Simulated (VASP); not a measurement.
Consider the following.

```
CELL_PARAMETERS angstrom
      0.00000     2.17500     2.17500
      2.17500     0.00000     2.17500
      2.17500     2.17500     0.00000
ATOMIC_POSITIONS crystal
  Ti 0.50000 0.50000 0.50000
  C  0.00000 0.00000 0.00000
```

Computed with SCAN meta-GGA, VASP's PBE PAW potentials (set 64) (plane waves; VASP). Run with 520 eV cut-off, 9×9×9 Γ-centred mesh, Gaussian smearing of 0.050 eV, potentials Ti_sv C.

**Question.** The ions, cell shape and volume are relaxed. Predict the relaxed structure.

**Answer.** 
```
CELL_PARAMETERS angstrom
      0.00000     2.16367     2.16367
      2.16367     0.00000     2.16367
      2.16367     2.16367     0.00000
ATOMIC_POSITIONS crystal
  Ti 0.50000 0.50000 0.50000
  C  0.00000 0.00000 0.00000
```
Space group Fm-3m (225), at a tolerance of 0.03 Å.

**Question.** How do energy and volume change from the first to the last step?

**Answer.** The energy (σ→0) changes by -2.2 meV/atom and the volume by -1.6 %, in 3 ionic steps.

```
step  E(σ→0) (eV)  max force (eV/Å)  pressure (GPa)  volume (Å³)
----  -----------  ----------------  --------------  -----------
1        -28.1019             0.000           -4.28        20.58
2        -28.0961             0.000            6.67        19.77
3        -28.1063             0.000           -0.11        20.26
```

The structure comes from a measured TiC entry (Fm-3m) of the Crystallography Open Database, whose conditions weren't checked. This run relaxes it. Symmetry was kept, so distortions that lower it aren't found.
